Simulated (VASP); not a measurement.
A convergence study with VASP on CaO (rock salt): a few settings are varied, all else stays as given below, so the limit is that of these other settings. The cell's lengths are 1 % over those of the tabulated start and one atom is moved, so it is off equilibrium.

```
CELL_PARAMETERS angstrom
      0.00000     2.42905     2.42905
      2.42905     0.00000     2.42905
      2.42905     2.42905     0.00000
ATOMIC_POSITIONS crystal
  Ca 0.00000 0.00000 0.00000
  O  0.48753 0.51247 0.51247
```

The numbers are results of PBEsol GGA, VASP's PBE PAW potentials (set 64) (plane waves; VASP), not measurements. The last row used: ADDGRID = .TRUE., 600 eV cut-off, 11×11×11 Γ-centred mesh, Gaussian smearing of 0.050 eV, potentials Ca_sv O.

Gaps are read on the run's mesh, which can miss a band edge.

```tsv
setting	E (eV/atom)	pressure (GPa)	gap on the mesh (eV)	plane waves
ADDGRID = unset, ENCUT = 300, PREC = Low	-6.7614	-31.21	3.659	346
ADDGRID = unset, ENCUT = 300, PREC = Normal	-6.7608	-31.15	3.659	346
ADDGRID = .TRUE., ENCUT = 300, PREC = Normal	-6.7608	-31.16	3.659	346
ADDGRID = .TRUE., ENCUT = 300, PREC = Accurate	…	…	3.659	346
ADDGRID = unset, ENCUT = 400, PREC = Low	-6.7011	-8.62	3.611	534
ADDGRID = unset, ENCUT = 400, PREC = Normal	-6.7003	-8.58	3.611	534
ADDGRID = .TRUE., ENCUT = 400, PREC = Normal	-6.7003	-8.59	3.611	534
ADDGRID = .TRUE., ENCUT = 400, PREC = Accurate	-6.6999	-8.61	3.611	534
ADDGRID = unset, ENCUT = 500, PREC = Low	…	…	3.597	745
ADDGRID = unset, ENCUT = 500, PREC = Normal	-6.6918	-5.22	3.597	745
ADDGRID = .TRUE., ENCUT = 500, PREC = Normal	-6.6918	-5.22	3.597	745
ADDGRID = .TRUE., ENCUT = 500, PREC = Accurate	-6.6918	-5.22	3.597	745
ADDGRID = unset, ENCUT = 600, PREC = Low	-6.6932	-5.20	3.598	969
ADDGRID = unset, ENCUT = 600, PREC = Normal	-6.6930	-5.22	3.598	969
ADDGRID = .TRUE., ENCUT = 600, PREC = Normal	-6.6930	-5.21	3.598	969
ADDGRID = .TRUE., ENCUT = 600, PREC = Accurate	-6.6930	-5.21	3.598	969
```

Task: What belongs in the gaps?

Result: 
- ADDGRID = unset, ENCUT = 500, PREC = Low, E (eV/atom): -6.6925
- ADDGRID = unset, ENCUT = 500, PREC = Low, pressure (GPa): -5.25
- ADDGRID = .TRUE., ENCUT = 300, PREC = Accurate, E (eV/atom): -6.7596
- ADDGRID = .TRUE., ENCUT = 300, PREC = Accurate, pressure (GPa): -31.17

Left out are rungs that failed or repeat a setting and relaxations that didn't move; long series are thinned to 24 rows.

The compound is CaO in the rock salt structure. The cell was not relaxed at this level, it is distorted from the ideal structure.
